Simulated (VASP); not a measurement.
Method: PBE GGA, VASP's PBE PAW potentials (set 64) (plane waves; VASP).

Input for VASP

### POSCAR
```
Lu
3.4466540
  0.5085009984  -0.8610614817   0.0000000000
  0.5085009984   0.8610614817   0.0000000000
  0.0000000000   0.0000000000   1.6376349352
Lu
2
Cartesian
  0.5085009984   0.2870210679   0.4094087338
  0.5278657334  -0.2870210679   1.2282262014
```

**INCAR**
```
LWAVE=.FALSE.
LCHARG=.FALSE.
ISMEAR=1   ! Methfessel-Paxton
ALGO=Normal
EDIFF=1E-6   ! SCF stop (eV)
GGA=PE
NELM=100
LREAL=.FALSE.
LASPH=.FALSE.   ! aspherical one-centre terms
SIGMA=0.1   ! width (eV)
PREC=Accurate
SYSTEM=Lu
ENCUT=400
ISIF=2   ! forces and stress, cell fixed
LMAXMIX=6
```

### KPOINTS
```
Automatic mesh
0
Gamma
11 11 6
0 0 0
```

POTCAR, in this order: Lu_3 (PBE.64 set). Program: vasp_std.

Q: Predict the energy per atom (σ→0), largest force, band gap (on the k-mesh).

A: 
```yaml
energy per atom (σ→0): -428.6 kJ/mol of atoms
band gap (on the k-mesh): none (metal, semimetal or under 0.01 eV)
largest_force: 0.00393 Ry/bohr
```

### OSZICAR
```
...
DAV:   5    -0.889215814692E+01   -0.36452E-02   -0.36189E-02 10724   0.198E+00    0.253E+01
DAV:   6    -0.887846699993E+01    0.13691E-01   -0.36014E-02 10635   0.428E+00    0.150E+01
DAV:   7    -0.888488797405E+01   -0.64210E-02   -0.66361E-02 10124   0.562E+00    0.391E-01
DAV:   8    -0.888475501752E+01    0.13296E-03   -0.46885E-03 10539   0.989E-01    0.999E-02
DAV:   9    -0.888476513072E+01   -0.10113E-04   -0.20078E-04 11125   0.224E-01    0.295E-02
DAV:  10    -0.888476091676E+01    0.42140E-05   -0.18124E-05 11025   0.681E-02    0.302E-02
DAV:  11    -0.888476134401E+01   -0.42725E-06   -0.61412E-07  6412   0.145E-02
   1 F= -.88847613E+01 E0= -.88851896E+01  d E =0.128482E-02
```

The compound is Lu in the hcp structure. The cell was not relaxed at this level, atoms are displaced from their ideal sites. The run is one of a series of settings (LASPH = .FALSE. against the base run), some of them coarse on purpose.
